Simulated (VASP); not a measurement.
A convergence study with VASP on SiC (wurtzite): one setting is varied, all else stays as given below, so the limit is that of these other settings.

```
CSi
1.0
    1.54000    -2.66736     0.00000
    1.54000     2.66736     0.00000
    0.00000     0.00000     5.05000
Si C
2 2
Direct
  0.66667   0.33333   0.50000
  0.33333   0.66667   0.00000
  0.66667   0.33333   0.87500
  0.33333   0.66667   0.37500
```

The numbers are results of LDA (Ceperley-Alder, Perdew-Zunger), VASP's LDA PAW potentials (set 64) (plane waves; VASP 6.6.1), not measurements. The tightest run used: 700 eV cut-off, 13×13×7 Monkhorst-Pack mesh, Gaussian smearing of 0.050 eV, potentials Si C.

Problem. The settings run are 1×1×1 mesh; 2×2×1 mesh; 3×3×2 mesh; 4×4×2 mesh; 5×5×3 mesh; 6×6×3 mesh; 7×7×4 mesh; 8×8×4 mesh; 9×9×5 mesh; 10×10×6 mesh; 11×11×6 mesh; 12×12×7 mesh; 13×13×7 mesh. From which on does the stress (every component) stay within 0.1 GPa of the tightest run?

Solution. From 7×7×4 mesh on: it is off by 0.03 there and by no more than 0.1 in any finer run, while 6×6×3 mesh is off by 0.15.
```tsv
setting	E (eV/atom)	pressure (GPa)	irreducible k-points	difference judged (GPa)
1×1×1 mesh	-3.2652	17.44	1	33.36
2×2×1 mesh	-8.5364	-4.42	2	9.45
3×3×2 mesh	-8.1803	-3.98	3	3.76
4×4×2 mesh	-8.3287	-4.85	6	0.64
5×5×3 mesh	-8.3080	-4.67	10	0.13
6×6×3 mesh	-8.3182	-4.69	24	0.15
7×7×4 mesh	-8.3178	-4.70	16	0.03
8×8×4 mesh	-8.3188	-4.70	40	0.01
9×9×5 mesh	-8.3187	-4.70	36	0.00
10×10×6 mesh	-8.3189	-4.70	90	0.00
11×11×6 mesh	-8.3188	-4.70	48	0.00
12×12×7 mesh	-8.3189	-4.70	168	0.00
13×13×7 mesh	-8.3189	-4.70	84	0.00
```

Left out are rungs that failed or repeat a setting and relaxations that didn't move; long series are thinned to 24 rows.

The compound is SiC in the wurtzite structure, the rare 2H polytype. The cell was not relaxed at this level.
